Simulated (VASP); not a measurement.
Energy against volume of SnTe (rock salt). These are PBE GGA with D4 dispersion, VASP's PBE PAW potentials (set 64) (plane waves; VASP 6.6.1) values and carry that method's errors.

```tsv
V (Å³/atom)	E (eV/atom)
29.422	-4.19587
30.361	-4.20970
31.300	-4.21406
32.239	-4.21037
33.178	-4.20010
```

Task: Fit a third-order Birch-Murnaghan equation of state.

Result: 
| Item | Result |
|---|---|
| volume per atom | 31.31 Å^3/atom |
| bulk modulus | 45.1 GPa |
| pressure derivative of the bulk modulus | 5.02 |
| lattice constant a | 6.304 Å |

Measured: bulk modulus 37.8 GPa (computed value off by +19.3 %), as given by Cormac Toher et al., Physical Review Materials (2017), arXiv:1611.05714; a 6.316 Å (computed value off by -0.2 %), as given by Ayanesh Maiti et al., Applied Physics Letters (2022), arXiv:2109.01420. The calculation is for a static lattice, while the measured bulk modulus, a hold thermal and zero-point effects, which are part of the difference.

The compound is SnTe in the rock salt structure, which distorts at low temperature. It was relaxed first.
